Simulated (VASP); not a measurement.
Input:

```xyz
2
Lattice="0.0000 3.0787 3.0787 3.0787 0.0000 3.0787 3.0787 3.0787 0.0000" Properties=species:S:1:pos:R:3 pbc="T T T"
Cd     0.0000     0.0000     0.0000
Se     1.5394     1.5394     1.5394
```

Calculation: rev-vdW-DF2, VASP's PBE PAW potentials (set 64) (plane waves; VASP). Run with 520 eV cut-off, Gaussian smearing of 0.050 eV, potentials Cd Se.

Problem. Give the energies of bands 7 to 11 at the high-symmetry points, in eV from the valence-band maximum.

Solution. 
```csv
band,Γ,X,U,L,W
7,0.00,-3.95,-3.88,-4.22,-3.84
8,0.00,-1.74,-2.39,-0.70,-2.12
9,0.00,-1.74,-1.43,-0.70,-2.08
10,0.38,3.07,3.60,2.23,4.80
11,5.88,3.63,4.98,6.36,5.10
```

The gap is direct, 0.38 eV, from the valence maximum at Γ to the conduction minimum at Γ.

The compound is CdSe in the zinc blende structure, whereas wurtzite is the usual form. It was relaxed first, which changed the volume by +5 %.
